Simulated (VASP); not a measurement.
Runs of VASP 6.6.1 on BaMgAsF. Symmetry: P4/nmm, No. 129, tetragonal system. The conventional cell has a = 4.386 Å, b = 4.386 Å, c = 9.592 Å, α = 90.00°, β = 90.00°, γ = 90.00°. Ba (site symmetry 4mm) has 4 F at 2.65 Å as nearest neighbours. As (site symmetry 4mm) is surrounded by 4 Mg at 2.68 Å. Mg (site symmetry -4m2) is surrounded by 4 As at 2.68 Å. F (site symmetry -4m2) has 4 Ba at 2.65 Å as nearest neighbours. The cell comes from a database or a generator and needn't be the stable form of this composition.

```tsv
level	potentials or basis	gap on the mesh (eV)	pressure (GPa)	relaxed volume (Å³/atom)	largest force (eV/Å)
PBE	VASP PAW PBE potentials, release 64 (Ba_sv, As, Mg, F)	1.56	0.0	23.87	0.01
AM05	VASP PAW PBE potentials, release 64 (Ba_sv, As, Mg, F)	1.49	0.0	23.12	-
PBE+D3(BJ)	VASP PAW PBE potentials, release 64 (Ba_sv, As, Mg, F)	1.56	0.0	22.94	-
LDA	VASP PAW LDA potentials, release 64 (Ba_sv, As, Mg, F)	1.46	0.0	21.90	0.01
PBEsol	VASP PAW PBE potentials, release 64 (Ba_sv, As, Mg, F)	1.48	0.0	(c)	0.01
r2SCAN	VASP PAW PBE potentials, release 64 (Ba_sv, As, Mg, F)	(b)	0.0	(a)	0.01
RPBE	VASP PAW PBE potentials, release 64 (Ba_sv, As, Mg, F)	1.63	0.0	24.91	-
```

Alike in all rows: task relaxation of cell and atoms; no spin polarisation; cell relaxed; k mesh 6 × 6 × 4; cutoff (eV) 600; smearing gaussian 0.03 eV.

Question: Estimate the missing entries.

Answer: (a) 23.40; (b) 1.95; (c) 22.83.

Caveats: spin-orbit coupling is left out, which moves the levels of the heavy elements; the PAW data sets were made with another functional, which shifts forces and pressure a little (some runs).

A k mesh can miss the band edges, and the runs leave out spin-orbit coupling on As, Ba.

Not every run made on this cell is shown here.
